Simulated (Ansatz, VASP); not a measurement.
# ZnS (Wurtzite-2H): VASP beside Ansatz, part 3 of 3

One calculation is typed for both programs; each brings its own data sets. How far apart do they land? The cell is taken from a series of runs on this material, whose earlier steps may have relaxed, scaled, displaced or heated it; both programs get it as it stands.

VASP 6.6.1 and Ansatz 0.2.0.

So far: Starting point; VASP: zone-centre phonons, LDA.

## Step 3: Ansatz: zone-centre phonons, LDA

Level of this step: Ansatz beside VASP: Kohn-Sham DFT, plane waves, LDA (Ansatz).

Ansatz runs on its PAW soft_1 files.

The same cell, functional (in two slightly different forms) and mesh now go to Ansatz, which takes its cutoff from its data sets.

Input file input.yaml:

```yaml
crystal:
  lattice:
    - [3.7889870818, 0.0, 0.0]
    - [-1.8944935409, 3.2813590675, 0.0]
    - [0.0, 0.0, 6.2183035201]
  atoms:
    - { symbol: S, position: [0.3333333333, 0.6666666667, 0.379656287] }
    - { symbol: S, position: [0.6666666667, 0.3333333333, 0.879656287] }
    - { symbol: Zn, position: [0.3333333333, 0.6666666667, 0.005343713] }
    - { symbol: Zn, position: [0.6666666667, 0.3333333333, 0.505343713] }
kpoints:
  mp_grid: { grid: [12, 12, 8] }
hamiltonian:
  xc: lda
  pseudopotentials: { kind: paw, azcp: { folder: soft_1 }, xc_functional: pbe }
scf:
  occupations: { method: fixed }
output:
  eigenvalues: true
phonons:
  method: dfpt
  dielectric: true
  rigid_motions: translations
```

On the command line:

```
ansatz run input.yaml --threads 8 --pin off --max-ram 16384MiB --backend cpu --events-out ev --progress --plain --runs-dir out
```

Numbers of over 12 decimals in the logs are rounded to 6 here.

Output:

```text
Engine: ansatz 0.2.0, aarch64-unknown-linux-gnu
Pseudopotentials: kind: paw
Pseudopotential: S, paw, valence charge 6, recommended cutoff 420 eV (normal), soft_1/S.paw.azcp
Pseudopotential: Zn, paw, valence charge 12, recommended cutoff 420 eV (normal), soft_1/Zn.paw.azcp
Functional definition: SPW92
  exchange = slater_x
  correlation = pw_c
Crystal: 4 atoms, lattice volume = 77.312 Å³
Basis set: ecut = 420 eV, 1521 PW (Γ), exchange–correlation on 54×54×96 points (8 copies of the dense FFT grid, shifted against one another)
Bands: 22, of which v1, the nominal top of the filled ones, is band 18 counted from 1 (17 counted from 0)
Symmetry: 12 space group operations
k-points: 320 of 1152 (irreducible under 2 space group operations, time reversal used)
Non-local potential: S, projectors of the file, l = 0: 2, l = 1: 2, l = 2: 1
Non-local potential: Zn, projectors of the file, l = 0: 2, l = 1: 2, l = 2: 3, l = 3: 1
PAW form: soft (Blöchl's): semilocal exchange-correlation on the pseudo side does not see the compensation charge
PAW frozen core: S, regenerated for the run's functional, and the local potential with it (the file was generated under x = pbe(κ = 0.804, μ = 0.219515), c = pbe(β = 0.066725))
PAW frozen core: Zn, regenerated for the run's functional, and the local potential with it (the file was generated under x = pbe(κ = 0.804, μ = 0.219515), c = pbe(β = 0.066725))
PAW one-centre angular grid: S, 110 points (default); XC on 64 Gauss nodes
PAW one-centre angular grid: Zn, 590 points (default); XC on 64 Gauss nodes
Initial density: superposition of atomic densities (chi_scale 0.1, normalization cell, long waves kept (reshape's long-wave potential 0.00 eV rms))
Initial wavefunctions: pseudopotential atomic-orbital guess
Functional: x = slater, c = lda
SCF iter   1: F=—  HF=-8235.049123 eV  |F-HF|=—  |Δ(HF+E_count)|=         —  Δρ=3.81e-2  dr2=6.74e-1  ethr=3.10e-3  ⟨swp⟩=5.0  Hψ=34675  notcnv=0  defer=615
preconditioner: auto → Resta (q_TF=auto, 2.402 Å⁻¹)  ε∞=6.3  [insulator: Δε(μ)=2.255 eV  Ē_g=11.027 eV  n_scr=22 (ndim 8)  ℏωp=25.3 eV  f_vac=0.005  ε∞_Penn≈6.3]
SCF iter   2: F=—  HF=-8234.889251 eV  |F-HF|=—  |Δ(HF+E_count)|=   1.60e-1  Δρ=1.52e-2  dr2=1.41e-1  ethr=1.87e-3  ⟨swp⟩=2.0  Hψ=14908  notcnv=0  defer=634
SCF iter   3: F=—  HF=-8234.856708 eV  |F-HF|=—  |Δ(HF+E_count)|=   3.25e-2  Δρ=9.73e-3  dr2=4.98e-2  ethr=3.91e-4  ⟨swp⟩=2.0  Hψ=12806  notcnv=0  defer=637
SCF iter   4: F=—  HF=-8234.842461 eV  |F-HF|=—  |Δ(HF+E_count)|=   1.42e-2  Δρ=2.96e-3  dr2=4.34e-3  ethr=1.38e-4  ⟨swp⟩=2.0  Hψ=15363  notcnv=0  defer=637
SCF iter   5: F=—  HF=-8234.842669 eV  |F-HF|=—  |Δ(HF+E_count)|=   2.08e-4  Δρ=4.46e-4  dr2=1.89e-4  ethr=1.20e-5  ⟨swp⟩=2.7  Hψ=12387  notcnv=0  defer=637
SCF iter   6: F=—  HF=-8234.842733 eV  |F-HF|=—  |Δ(HF+E_count)|=   6.44e-5  Δρ=2.39e-4  dr2=4.18e-5  ethr=5.24e-7  ⟨swp⟩=2.7  Hψ=12428  notcnv=0  defer=587
SCF iter   7: F=—  HF=-8234.842746 eV  |F-HF|=—  |Δ(HF+E_count)|=   1.30e-5  Δρ=5.69e-5  dr2=1.06e-6  ethr=1.16e-7  ⟨swp⟩=2.3  Hψ=12777  notcnv=0  defer=10
SCF iter   8: F=—  HF=-8234.842748 eV  |F-HF|=—  |Δ(HF+E_count)|=   1.77e-6  Δρ=1.74e-5  dr2=1.36e-7  ethr=2.96e-9  ⟨swp⟩=2.0  Hψ=11066  notcnv=0  defer=1
SCF iter   9: F=—  HF=-8234.842748 eV  |F-HF|=—  |Δ(HF+E_count)|=   1.64e-8  Δρ=1.89e-6  dr2=2.49e-9  ethr=3.77e-10  ⟨swp⟩=2.4  Hψ=12993  notcnv=0  defer=1
SCF iter  10: F=—  HF=-8234.842748 eV  |F-HF|=—  |Δ(HF+E_count)|=  4.02e-10  Δρ=4.68e-7  dr2=1.10e-10  ethr=6.91e-12  ⟨swp⟩=2.0  Hψ=12566  notcnv=0  defer=1
SCF iter  11: F=-8234.842748 eV  HF=-8234.842748 eV  |F-HF|=3.64e-12  |Δ(HF+E_count)|=  3.64e-12  Δρ=4.84e-8  dr2=1.79e-12  ethr=1.00e-12  ⟨swp⟩=9.1  Hψ=49046  notcnv=0
SCF 1 converged in 11 iterations: F = -8234.842748 eV  dr2 = 1.79e-12
  greatest PAW one-centre occupation: 0.984 electrons in one spin orbital (limit 2), on the Zn atom at site 2 (counted from 0), in its partial waves of l = 2
DFPT response loops at Γ: preconditioner auto → Resta (q_TF=auto, 2.402 Å⁻¹)  ε∞=5.5 (no band partly filled); β = 1.00, the filter's whole step (`scf.mixing.beta` (0.50) is not read by the response loops at its default; to damp them type it under 1.00, their step now; it binds the ground state too); Broyden in place of MSR1
── the response to a field inside a basis, on 12×12×8 k-points: an SCF that follows is theirs, and a resumed run solves both again ──
Bands: 19, of which v1, the nominal top of the filled ones, is band 18 counted from 1 (17 counted from 0)
k-points: 168 of 1152 (irreducible under 4 space group operations, time reversal used)
Initial density: handed on by an earlier stage of this run
Initial wavefunctions: pseudopotential atomic-orbital guess (no wavefunctions were taken with the density)
Eigensolver: Dense (168 Hₖ)
SCF iter   1: F=—  HF=-8234.839885 eV  |F-HF|=—  |Δ(HF+E_count)|=         —  Δρ=1.22e-4  dr2=1.81e-6  ethr=1.00e-1
preconditioner: auto → Resta (q_TF=auto, 2.402 Å⁻¹)  ε∞=8.0  [insulator: Δε(μ)=2.255 eV  Ē_g=9.545 eV  n_scr=22 (ndim 8)  ℏωp=25.3 eV  f_vac=0.031  ε∞_Penn≈8.0]
SCF iter   2: F=—  HF=-8234.839886 eV  |F-HF|=—  |Δ(HF+E_count)|=   6.71e-7  Δρ=9.93e-5  dr2=2.79e-6  ethr=5.01e-9
SCF iter   3: F=—  HF=-8234.839886 eV  |F-HF|=—  |Δ(HF+E_count)|=   8.59e-8  Δρ=2.53e-5  dr2=9.59e-8  ethr=5.01e-9
SCF iter   4: F=-8234.839886 eV  HF=-8234.839886 eV  |F-HF|=1.16e-8  |Δ(HF+E_count)|=   1.55e-7  Δρ=4.88e-6  dr2=4.59e-9  ethr=2.66e-10
SCF 1 converged in 4 iterations: F = -8234.839886 eV  dr2 = 4.59e-9
DFPT response loops at Γ: preconditioner auto → Resta (q_TF=auto, 2.402 Å⁻¹)  ε∞=5.2 (no band partly filled); β = 1.00, the filter's whole step (`scf.mixing.beta` (0.50) is not read by the response loops at its default; to damp them type it under 1.00, their step now; it binds the ground state too); Broyden in place of MSR1
SCF converged after 11 iterations
Free energy (F): -8234.842748 eV
Harris-Foulkes:  -8234.842748 eV  (|F-HF|=3.64e-12)
Internal energy: -8234.842748 eV  (E = F + TS)
E sigma→0 (E₀):  -8234.842748 eV
Fermi energy:    5.778646 eV
--- Per-component energies (eV) ---
  E_band       = 2.942040
  E_kinetic    = 509.027066
  E_local      = -4523.791963  (includes V_loc(G=0)·N_el)
  E_nonlocal   = 1715.291532
  E_hartree    = 1718.639974
  E_xc         = -332.456959
  E_vxc        = -269.885159  (∫ρ·V_xc dr)
  E_paw        = -4804.034304  (= ΣΔE_a)
  E_vpaw       = -864.978806  (= ΣTr[D̂ρ^β])
  E_aug_tail   = -0.000528  (compensation charges beyond the density's cutoff)
  E_ewald      = -2520.938247
  E_core_change = 3.420682  (= ΣΔE_core)
  E_smearing   = -0.000000  (= −TS)
  E_closure    = 0.000000  (closes the sum)
  Σ components = -8234.842748   (vs F -8234.842748, Δ=0.00e0)
--- Band table (eV; the first three rows and the last of 320) ---
  k-point 0: bands = [... 14 lower, 4.8481, 5.6904, 5.7786, 5.7786, 7.7891, 8.6900, 11.8981, 11.8981]
  k-point 1: bands = [... 14 lower, 4.8804, 5.3098, 5.7395, 5.7395, 8.1270, 8.7296, 11.9210, 11.9210]
  k-point 2: bands = [... 14 lower, 4.9736, 4.9736, 5.6300, 5.6300, 8.7239, 8.8435, 11.8400, 11.9980]
  k-point 319: bands = [... 14 lower, 3.1174, 3.1174, 4.2555, 4.2555, 10.0668, 10.0668, 11.9382, 11.9382]
--- Phonons (Γ-DFPT): 4 representative perturbations + reference, on 320 of 1152 k-points (Σ response iterations 12) ---
  k mesh reduced under 2 symmetry operations, with k and −k counted as one. Each operation leaves every solved perturbation unchanged. A smaller set is not considered because the run solves the response to a homogeneous field
  ASR residual: 3.657e-5 → 0.000e0 eV/Å²; symmetrization residual: 1.076e-5 eV/Å²
  ASR residual per site (eV/Å²): 3.66e-5 3.66e-5 1.13e-5 1.13e-5
  Γ frequencies (cm⁻¹): 0.00 0.00 0.00 74.00 74.00 192.27 268.77 274.48 274.48 278.46 278.46 329.58
  ε∞ (high-frequency dielectric tensor):
        6.074792     0.000000     0.000000
        0.000000     6.074792     0.000000
        0.000000    -0.000000     6.196931
  ε⁰ (static dielectric tensor: ions relaxed, cell fixed):
        8.877347     0.000000     0.000000
       -0.000000     8.877347    -0.000000
        0.000000    -0.000000     9.458284
  ε⁰ − ε∞ (ionic part):
        2.802555    -0.000000     0.000000
       -0.000000     2.802555    -0.000000
        0.000000    -0.000000     3.261353
  softest optical mode at Γ: 74.00 cm⁻¹; the repairs (sum rule, projections) moved no ω² at Γ by more than (1.19 cm⁻¹)²
  Born effective charges Z* (e; rows j = field, columns β = displacement):
    site 0:
        -1.88895    0.00000    0.00000
         0.00000   -1.88895    0.00000
         0.00000    0.00000   -1.99534
    site 1:
        -1.88895    0.00000   -0.00000
        -0.00000   -1.88895    0.00000
        -0.00000   -0.00000   -1.99534
    site 2:
         1.88895   -0.00000    0.00000
         0.00000    1.88895   -0.00000
         0.00000   -0.00000    1.99534
    site 3:
         1.88895    0.00000   -0.00000
        -0.00000    1.88895   -0.00000
        -0.00000    0.00000    1.99534
  Z* charge neutrality: 1.368e-3 e pre-enforcement
  solved inside a basis spanned on kpoints, on 12×12×8 k-points, its susceptibility summed on 18×18×10: ε∞ is read to err by 1.7e-2, Z* by 1.3e-2 e (field_mesh: kpoints solves on kpoints); Z* is corrected for what the basis lacks
  optical modes at Γ without the LO–TO term, one row a degenerate level:
      ω (cm⁻¹)  modes    IR ((D/Å)²/amu)
         74.00      2             0.0000
        192.27      1             0.0000
        268.77      1             8.5399
[...]
optical modes at Γ + LO–TO along q̂ = [1.0000, 0.0000, 0.0000]:
      ω (cm⁻¹)  modes    IR ((D/Å)²/amu)
[...]
optical modes at Γ + LO–TO along q̂ = [0.0000, 1.0000, 0.0000]:
      ω (cm⁻¹)  modes    IR ((D/Å)²/amu)
[...]
329.58      1             0.0000
        331.81      1             7.6535
  optical modes at Γ + LO–TO along q̂ = [0.0000, 0.0000, 1.0000]:
      ω (cm⁻¹)  modes    IR ((D/Å)²/amu)
         74.00      2             0.0000
        192.27      1             0.0000
        274.48      2            15.3071
        278.46      2             0.0000
        329.58      1             0.0000
        332.05      1             8.5399
```

The column dr2 measures how far the density is from self-consistency, as an energy; F and HF (Harris–Foulkes) agree once it is small.

## Step 4: Differences

Known differences besides the potentials themselves: the two LDA forms differ slightly; fixed occupations in Ansatz, narrow Gaussian smearing in VASP; VASP's response is taken on the typed mesh, Ansatz refines its own for the field response alone; the cutoff is 420 eV in Ansatz and 500 eV in VASP; VASP's log shows a relativistic correction to its local exchange, Ansatz's none. Total energies have different zeros and are not compared.

Compared:

```csv
quantity,Ansatz,VASP,difference
ε∞ xx,6.07,6.03,+0.76 %
ε∞ yy,6.07,6.03,+0.76 %
ε∞ zz,6.20,6.15,+0.83 %
Born charge of S1 (mean of the diagonal) (e),-1.92,-1.94,+0.01
Born charge of Zn3 (mean of the diagonal) (e),1.92,1.94,-0.01
optical mode 1 to 2 (cm⁻¹),74.0,72.6,+1.96 %
optical mode 3 (cm⁻¹),192.3,193.7,-0.73 %
optical mode 4 (cm⁻¹),268.8,270.7,-0.72 %
optical mode 5 to 6 (cm⁻¹),274.5,275.8,-0.48 %
optical mode 7 to 8 (cm⁻¹),278.5,279.8,-0.49 %
optical mode 9 (cm⁻¹),329.6,330.8,-0.36 %
```

Modes are paired by rising frequency, not by their patterns, so a pair may set unlike modes beside each other; they are those without the splitting of longitudinal modes.

## Step 5: What came out

| Property | Result |
| --- | --- |
| r.m.s. difference of the optical zone-centre modes, each program's sorted by frequency (zone-centre phonons, LDA) | 1.4 cm⁻¹ |
| difference in optical mode 1 to 2 (zone-centre phonons, LDA) | +2.0 % |

In words: The r.m.s. difference of the optical zone-centre modes, each program's sorted by frequency is 1.4 cm⁻¹ (zone-centre phonons, LDA). Among the rows given in per cent, the largest difference of the zone-centre phonons, LDA pair is in optical mode 1 to 2, +2.0 %. Such differences can come from data sets, numerical settings and the points named under the comparisons, not from the functional's error against experiment.

[Lines on the potential files, build, host, timing and source positions are cut from VASP's logs without a mark.]

[Logs are printed without paths, hosts, clocks, repeated set-up lines and the standing remarks that a program may print on its own settings, such as how far it seeks lower states.]

[Hosts, paths, dates, database ids (printed as entryN), source tags and the programs' standing remarks are cut or masked in the printed files.]
